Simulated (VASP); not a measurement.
A convergence study with VASP on Re (space group P6_3/mmc): one setting is varied, all else stays as given below, so the limit is that of these other settings.

```yaml
crystal:
  lattice:
    - [1.37310, -2.37828, 0.00000]
    - [1.37310, 2.37828, 0.00000]
    - [0.00000, 0.00000, 4.43770]
  atoms:
    - { symbol: Re, position: [0.33333, 0.66667, 0.25000] }
    - { symbol: Re, position: [0.66667, 0.33333, 0.75000] }
```

Level of theory: PBE GGA, VASP's PBE PAW potentials (set 64) (plane waves; VASP 6.6.1). The tightest run used: 450 eV cut-off, 14×14×8 Γ-centred mesh, Gaussian smearing of 0.10 eV, potentials Re.

Question: The settings run are ENCUT = 150; ENCUT = 180; ENCUT = 210; ENCUT = 255; ENCUT = 360; ENCUT = 450. From which on does the highest Γ mode stay within 5 cm⁻¹ of the tightest run?

Answer: From ENCUT = 210 on: it is off by 1.8 there and by no more than 5 in any finer run, while ENCUT = 180 is off by 31.9.
| setting | highest Γ mode (cm⁻¹) | plane waves | difference judged (cm⁻¹) |
|---|---|---|---|
| ENCUT = 150 | 123.9 | 135 | 2.6 |
| ENCUT = 180 | 89.3 | 168 | 31.9 |
| ENCUT = 210 | 119.4 | 214 | 1.8 |
| ENCUT = 255 | 120.0 | 287 | 1.3 |
| ENCUT = 360 | 121.1 | 470 | 0.2 |
| ENCUT = 450 | 121.3 | 646 | 0.0 |

Left out are rungs that failed or repeat a setting and relaxations that didn't move; long series are thinned to 24 rows.

The structure is a typed Re crystal (space group no. 194). The cell was not relaxed at this level.
